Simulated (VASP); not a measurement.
## Al8H: single point with PBE

The system is Al8H, a slab with vacuum.

```
Al H
1.0
     5.71430    0.00000    0.00000
     0.00000    8.08124    0.00000
     0.00000    0.00000   22.24380
Al H
16 2
Direct
  0.25000 0.25000 0.17983
  0.25000 0.75000 0.17983
  0.75000 0.25000 0.17983
  0.75000 0.75000 0.17983
  0.00000 0.00000 0.24405
  0.00000 0.50000 0.24405
  0.50000 0.00000 0.24405
  0.50000 0.50000 0.24405
  0.25000 0.25000 0.31027
  0.25000 0.75000 0.31027
  0.75000 0.25000 0.31027
  0.75000 0.75000 0.31027
  0.00000 0.00000 0.37061
  0.00000 0.50000 0.37061
  0.50000 0.00000 0.37061
  0.50000 0.50000 0.37061
  0.75000 0.95978 0.40523
  0.75000 0.04022 0.40523
```

```
Program                : VASP 6.6.1
Task                   : single point
Functional             : PBE
Potentials or basis    : VASP PAW PBE potentials, release 64 (Al, H)
Cutoff                 : 520 eV
k mesh                 : 5 × 4 × 1
Occupations            : gaussian, width 0.1 eV
Spin                   : no spin polarisation
Dipole correction      : yes
Further INCAR settings : LREAL = Auto; ALGO = Fast; EDIFF = 1e-06; NBANDS = 40
```

```yaml
Largest_force: 8.526 eV/Å
Band_gap_on_the_k_mesh: none (metal or under the smearing width)
```

Forces on the atoms (eV/Å):
```
Al   0.000  0.008  0.269
Al   0.000 -0.008  0.269
Al   0.000 -0.042  0.277
Al   0.000  0.042  0.277
Al   0.199  0.000 -0.250
Al   0.130  0.000 -0.225
Al  -0.199  0.000 -0.250
Al  -0.130  0.000 -0.225
Al   0.000  0.090 -0.093
Al   0.000 -0.090 -0.093
Al   0.000 -0.092  0.168
Al   0.000  0.092  0.168
Al   3.543  0.000 -1.939
Al  -0.016  0.000  0.011
Al  -3.543  0.000 -1.939
Al   0.016  0.000  0.011
H    0.000 -8.338  1.781
H    0.000  8.338  1.781
```

Levels at points of the mesh, in eV from the Fermi level:
```tsv
k point	band 23	band 24	band 25	band 26	band 27	band 28
(0.00, 0.00, 0.00)	-1.00	-0.65	-0.58	-0.38	-0.01	0.29
(0.00, 0.50, 0.00)	-0.96	-0.88	-0.54	-0.38	0.22	0.25
```

It took 14 min on 1 thread of Intel(R) Xeon(R) Platinum 8488C (Sapphire Rapids) (shared host), peak memory 0.88 GiB.
